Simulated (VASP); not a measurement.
# Cu3Sn (P6_3/mmc) in VASP: notebook

One crystal, Cu3Sn, is run at these levels: LDA; tasks: single point.

Everything below comes from runs of VASP 6.6.1. Logs are shortened: lines on timing, memory, paths and dates and some standing lists are left out, and cuts for length are marked.

## 1. Starting point

It takes space group P6_3/mmc (No. 194, hexagonal). Conventional cell: a = 5.424 Å, b = 5.424 Å, c = 4.193 Å, α = 90.00°, β = 90.00°, γ = 120.00°. Cu (site symmetry mm2) is surrounded by 8 Cu at 2.53 to 2.90 Å and 4 Sn at 2.68 to 2.71 Å. Sn (site symmetry -6m2) has 12 Cu at 2.68 to 2.71 Å as nearest neighbours.

The cell comes from a database or a generator and needn't be the stable form of this composition.

## 2. Single point, LDA

Input file INCAR:

```
SYSTEM = Cu3Sn
ALGO     = Fast           ! electronic algorithm
EDIFF    = 1E-7           ! SCF threshold, eV
ENCUT    = 520            ! plane-wave cutoff, eV
GGA      = CA             ! functional
ISIF     = 2              ! what is computed and relaxed
ISMEAR   = 0              ! smearing method
LASPH    = .TRUE.         ! aspherical terms in the spheres
LCHARG   = .TRUE.         ! write CHGCAR
LELF     = .TRUE.         ! ELF
LREAL    = .FALSE.        ! projectors in reciprocal space
LVHAR    = .TRUE.       
LWAVE    = .FALSE.        ! write WAVECAR
NBANDS   = 57             ! bands
NELM     = 100            ! most SCF steps
PREC     = Accurate       ! precision mode
SIGMA    = 0.1            ! smearing width, eV
```

Input file KPOINTS:

```
k-points
0
G
  9 9 8
  0 0 0
```

Input file POSCAR:

```
Cu3Sn
1.0
    5.4237646862      0.0000000000      0.0000000000
   -2.7118823431      4.6971180024      0.0000000000
    0.0000000000      0.0000000000      4.1926100402
Cu Sn
6 2
Direct
    0.1553002216      0.8446997784      0.7500000000
    0.3106004433      0.1553002216      0.2500000000
    0.8446997784      0.6893995567      0.2500000000
    0.1553002216      0.3106004433      0.7500000000
    0.6893995567      0.8446997784      0.7500000000
    0.8446997784      0.1553002216      0.2500000000
    0.3333333333      0.6666666667      0.2500000000
    0.6666666667      0.3333333333      0.7500000000
```

Potentials or basis: VASP PAW LDA potentials, release 64 (Cu, Sn_d).

The run is started by

```sh
cat potpaw_LDA.64/Cu/POTCAR potpaw_LDA.64/Sn_d/POTCAR > POTCAR
mpirun -np 1 vasp_std > vasp.out
```

OUTCAR:

```text
SYSTEM = Cu3Sn
   EDIFF = 1E-7
   ENCUT = 520
   GGA = CA
   ISIF = 2
   ISMEAR = 0
   LASPH = .TRUE.
   LREAL = .FALSE.
   NELM = 100
   PREC = Accurate

 ion  position               nearest neighbor table
   1  0.155  0.845  0.750-   5 2.53   4 2.53   3 2.55   3 2.55   2 2.55   2 2.55   7 2.68   7 2.68
                             8 2.71   8 2.71
   2  0.311  0.155  0.250-   6 2.53   3 2.53   1 2.55   1 2.55   4 2.55   4 2.55   8 2.68   8 2.68
                             7 2.71   7 2.71
   3  0.845  0.689  0.250-   2 2.53   6 2.53   1 2.55   1 2.55   5 2.55   5 2.55   8 2.68   8 2.68
                             7 2.71   7 2.71
   4  0.155  0.311  0.750-   1 2.53   5 2.53   6 2.55   6 2.55   2 2.55   2 2.55   7 2.68   7 2.68
                             8 2.71   8 2.71
   5  0.689  0.845  0.750-   1 2.53   4 2.53   6 2.55   6 2.55   3 2.55   3 2.55   7 2.68   7 2.68
                             8 2.71   8 2.71
   6  0.845  0.155  0.250-   2 2.53   3 2.53   4 2.55   4 2.55   5 2.55   5 2.55   8 2.68   8 2.68
                             7 2.71   7 2.71
   7  0.333  0.667  0.250-   1 2.68   1 2.68   5 2.68   5 2.68   4 2.68   4 2.68   3 2.71   2 2.71
                             6 2.71   6 2.71   3 2.71   2 2.71
   8  0.667  0.333  0.750-   6 2.68   6 2.68   2 2.68   2 2.68   3 2.68   3 2.68   4 2.71   5 2.71
                             1 2.71   1 2.71   4 2.71   5 2.71

  LATTYP: Found a hexagonal cell.
 ALAT       =     5.4237646862
 C/A-ratio  =     0.7730073635

  Lattice vectors:

 A1 = (   5.4237646862,   0.0000000000,   0.0000000000)
 A2 = (  -2.7118823431,   4.6971180024,   0.0000000000)
 A3 = (   0.0000000000,   0.0000000000,   4.1926100402)

Analysis of symmetry for initial positions (statically):
=====================================================================
 Subroutine PRICEL returns:
 Original cell was already a primitive cell.

 Routine SETGRP: Setting up the symmetry group for a
 hexagonal supercell.

 Subroutine GETGRP returns: Found 24 space group operations
 (whereof 12 operations were pure point group operations)
 out of a pool of 24 trial point group operations.

The static configuration has the point symmetry D_3d.
 The point group associated with its full space group is D_6h.

Analysis of symmetry for dynamics (positions and initial velocities):
=====================================================================
 Subroutine PRICEL returns:
 Original cell was already a primitive cell.

 Routine SETGRP: Setting up the symmetry group for a
 hexagonal supercell.

 Subroutine GETGRP returns: Found 24 space group operations
 (whereof 12 operations were pure point group operations)
 out of a pool of 24 trial point group operations.

The dynamic configuration has the point symmetry D_3d.
 The point group associated with its full space group is D_6h.

 Subroutine INISYM returns: Found 24 space group operations
 (whereof 12 operations are pure point group operations),
 and found     1 'primitive' translations

----------------------------------------------------------------------------------------

                                     Primitive cell

  volume of cell :     106.8112

  direct lattice vectors                    reciprocal lattice vectors
     5.423764686  0.000000000  0.000000000     0.184373781  0.106448252  0.000000000
    -2.711882343  4.697118002  0.000000000     0.000000000  0.212896504  0.000000000
     0.000000000  0.000000000  4.192610040     0.000000000  0.000000000  0.238514908

  length of vectors
     5.423764686  5.423764686  4.192610040     0.212896504  0.212896504  0.238514908

  position of ions in fractional coordinates (direct lattice)
     0.155300222  0.844699778  0.750000000
     0.310600443  0.155300222  0.250000000
     0.844699778  0.689399557  0.250000000
     0.155300222  0.310600443  0.750000000
     0.689399557  0.844699778  0.750000000
     0.844699778  0.155300222  0.250000000
     0.333333333  0.666666667  0.250000000
     0.666666667  0.333333333  0.750000000

  ion indices of the primitive-cell ions
   primitive index   ion index
                 1           1
                 2           2
                 3           3
                 4           4
                 5           5
                 6           6
                 7           7
                 8           8

----------------------------------------------------------------------------------------

 KPOINTS: k-points

Automatic generation of k-mesh.
 Grid dimensions read from file:
 generate k-points for:    9    9    8

 Generating k-lattice:

  Cartesian coordinates                     Fractional coordinates (reciprocal lattice)
     0.020485976  0.011827584  0.000000000     0.111111111  0.000000000  0.000000000
     0.000000000  0.023655167  0.000000000     0.000000000  0.111111111  0.000000000
     0.000000000  0.000000000  0.029814364     0.000000000  0.000000000  0.125000000

  Length of vectors
     0.023655167  0.023655167  0.029814364

  Shift w.r.t. Gamma in fractional coordinates (k-lattice)
     0.000000000  0.000000000  0.000000000

 Subroutine IBZKPT returns following result:
 ===========================================

 Found     60 irreducible k-points:

 Following reciprocal coordinates:
            Coordinates               Weight
  0.000000  0.000000  0.000000      1.000000
  0.111111 -0.000000  0.000000      6.000000
  0.222222  0.000000  0.000000      6.000000
  0.333333  0.000000  0.000000      6.000000
  0.444444  0.000000  0.000000      6.000000
  0.111111  0.111111  0.000000      6.000000
[... 16 lines left out ...]
  0.333333  0.222222  0.125000     24.000000
  0.333333  0.333333  0.125000      4.000000
 [... further k-points ...]
   k-points           NKPTS =     60   k-points in BZ     NKDIM =     60   number of bands    NBANDS=     57
   number of dos      NEDOS =    301   number of ions     NIONS =      8
   total plane-waves  NPLWV =  51200
   dimension x,y,z NGX =    40 NGY =   40 NGZ =   32
   dimension x,y,z NGXF=    80 NGYF=   80 NGZF=   64
   ions per type =               6   2
   NGX,Y,Z   is equivalent  to a cutoff of  12.26, 12.26, 12.69 a.u.
   NGXF,Y,Z  is equivalent  to a cutoff of  24.52, 24.52, 25.38 a.u.
 SYSTEM =  Cu3Sn
   PREC   = accura    normal or accurate (medium, high low for compatibility)
   ISTART =      0    job   : 0-new  1-cont  2-samecut
   ICHARG =      2    charge: 1-file 2-atom 10-const
   ISPIN  =      1    spin polarized calculation?
   LNONCOLLINEAR =      F non collinear calculations
   LSORBIT =      F    spin-orbit coupling
   LASPH  =      T    aspherical Exc in radial PAW
   ENCUT  =  520.0 eV  38.22 Ry    6.18 a.u.  10.08 10.08  7.80*2*pi/ulx,y,z
   NELM   =    100;   NELMIN=  2; NELMDL= -5     # of ELM steps
   EDIFF  = 0.1E-06   stopping-criterion for ELM
   LREAL  =      F    real-space projection
   EDIFFG = 0.1E-05   stopping-criterion for IOM
   NSW    =      0    number of steps for IOM
   IBRION =     -1    ionic relax: 0-MD 1-quasi-New 2-CG
   NFREE  =      0    steps in history (QN), initial steepest desc. (CG)
   ISIF   =      2    stress and relaxation
   ISYM   =      2    0-nonsym 1-usesym 2-fastsym
   POTIM  = 0.5000    time-step for ionic-motion
   TEBEG  =    0.0;   TEEND  =   0.0 temperature during run
   PSTRESS=    0.0 pullay stress
   NELECT =      94.0000    total number of electrons
   NUPDOWN=      -1.0000    fix difference up-down
   EMIN   =  10.00;   EMAX   =-10.00  energy-range for DOS
   EFERMI =   0.00;   METHOD = LEGACY
   ISMEAR =     0;   SIGMA  =   0.10  broadening in eV -4-tet -1-fermi 0-gaus
   EFERMI_NEDOS =   21; number of points for ismear=-14 and -15
   IALGO  =     68    algorithm
   IMIX   =      4    mixing-type and parameters
     AMIX     =   0.40;   BMIX     =  1.00
     AMIX_MAG =   1.60;   BMIX_MAG =  1.00
  volume/ion in A,a.u.               =      13.35        90.10
  Fermi-wavevector in a.u.,A,eV,Ry     =   1.568840  2.964677 33.487441  2.461257
  Thomas-Fermi vector in A             =   2.670811
   LORBIT       =      0    0 simple, 1 ext, 2 COOP (PROOUT), +10 PAW based schemes
   GGA     = CA    functional components
   LHFCALC =     F    Hartree Fock is set to
   AEXX    =    0.0000 exact exchange contribution
   IVDW    =     0    specifies the selected vdW correction
   LEPSILON=     F    determine dielectric tensor
   LRPA    =     F    only Hartree local field effects (RPA)
 non-spin polarized calculation
 RMM-DIIS sequential band-by-band and
 Gauss-broadening in eV      SIGMA  =   0.10
  energy-cutoff  :      520.00
  volume of cell :      106.81
 maximum number of plane-waves:      2898
   NGX = 21   NGY = 21   NGZ = 15

 number of electron      94.0000029 magnetization

 Free energy of the ion-electron system (eV)
  ---------------------------------------------------
  ext. energy  EPLUGINS =         0.00000000
  ---------------------------------------------------
  free energy    TOTEN  =       -37.33828901 eV

  energy without entropy =      -37.33002238  energy(sigma->0) =      -37.33415569

 E-fermi :   9.8070     XC(G=0): -12.9656

 val. band max:        9.7693274977   @ k =   0.3333   0.1111   0.3750
 cond. band min:       9.8200171623   @ k =   0.3333   0.1111   0.0000
 fundamental gap:      0.0506896646
 Fermi energy:         9.8069783068

 k-point     1 :       0.0000    0.0000    0.0000
  band No.  band energies     occupation
      1     -11.7431      2.00000
      2     -11.7308      2.00000
      3     -11.7308      2.00000
      4     -11.7211      2.00000
      5     -11.7211      2.00000
      6     -11.7136      2.00000
[... 49 lines left out ...]
     56      15.8035      0.00000
     57      17.5434      0.00000

 k-point     2 :       0.1111   -0.0000    0.0000
  band No.  band energies     occupation
      1     -11.7420      2.00000
      2     -11.7314      2.00000
      3     -11.7296      2.00000
      4     -11.7235      2.00000
      5     -11.7232      2.00000
      6     -11.7115      2.00000
[... 49 lines left out ...]
     56      16.5058      0.00000
     57      17.8113      0.00000
[... 1258 lines left out ...]
     56      15.9715      0.00000
     57      16.2681      0.00000

 k-point    24 :       0.3333    0.3333    0.1250
  band No.  band energies     occupation
      1     -11.7369      2.00000
      2     -11.7361      2.00000
      3     -11.7220      2.00000
      4     -11.7220      2.00000
      5     -11.7074      2.00000
      6     -11.7074      2.00000
[... 49 lines left out ...]
     56      16.6312      0.00000
     57      16.7773      0.00000

 [... further k-points ...]
[... 5 lines left out ...]
  --------------------------------------------------------------------------------------
  -------------------------------------------------------------------------------------
  Total        0.3583972      0.3583972      0.4617419      0.0000000      0.0000000      0.0000000
  in kB        5.3759887      5.3759887      6.9261693      0.0000000      0.0000000      0.0000000
  external PRESSURE =       5.8927156 kB  Pullay stress =       0.0000000 kB

 VOLUME and BASIS-vectors are now :
 -----------------------------------------------------------------------------
  energy-cutoff  :      520.00
  volume of cell :      106.81
      direct lattice vectors                 reciprocal lattice vectors
     5.423764686  0.000000000  0.000000000     0.184373781  0.106448252  0.000000000
    -2.711882343  4.697118002  0.000000000     0.000000000  0.212896504  0.000000000
     0.000000000  0.000000000  4.192610040     0.000000000  0.000000000  0.238514908

 POSITION                                       TOTAL-FORCE (eV/Angst)
 -----------------------------------------------------------------------------------
     -1.44841      3.96765      3.14446         0.008403     -0.004851      0.000000
      1.26347      0.72946      1.04815         0.008403      0.004851     -0.000000
      2.71188      3.23819      1.04815         0.000000     -0.009703     -0.000000
     -0.00000      1.45893      3.14446         0.000000      0.009703      0.000000
      1.44841      3.96765      3.14446        -0.008403     -0.004851      0.000000
      4.16030      0.72946      1.04815        -0.008403      0.004851     -0.000000
     -0.00000      3.13141      1.04815         0.000000      0.000000      0.000000
      2.71188      1.56571      3.14446         0.000000     -0.000000      0.000000
 -----------------------------------------------------------------------------------
    total drift:                               -0.000000      0.000000     -0.000000

  FREE ENERGIE OF THE ION-ELECTRON SYSTEM (eV)
  ---------------------------------------------------
  free  energy   TOTEN  =       -37.3382890071 eV

  energy  without entropy=      -37.3300223814  energy(sigma->0) =      -37.33415569
```

Run time: 4.2 min. Hardware: 1 thread of Intel Xeon 6975P-C (Granite Rapids), shared host; peak memory 0.37 GiB.

What came out:

| Item | Value |
| --- | --- |
| Free energy | -37.3383 eV |
| Pressure | 0.6 GPa |
| Largest force | 0.010 eV/Å |
| Band gap on the k mesh | none (metal or under the smearing width) |

Forces in eV/Å, atoms in the order of the input:
```
Cu   0.008 -0.005  0.000
Cu   0.008  0.005  0.000
Cu   0.000 -0.010  0.000
Cu   0.000  0.010  0.000
Cu  -0.008 -0.005  0.000
Cu  -0.008  0.005  0.000
Sn   0.000  0.000  0.000
Sn   0.000  0.000  0.000
```

(Part 1 of 2 ends here.)
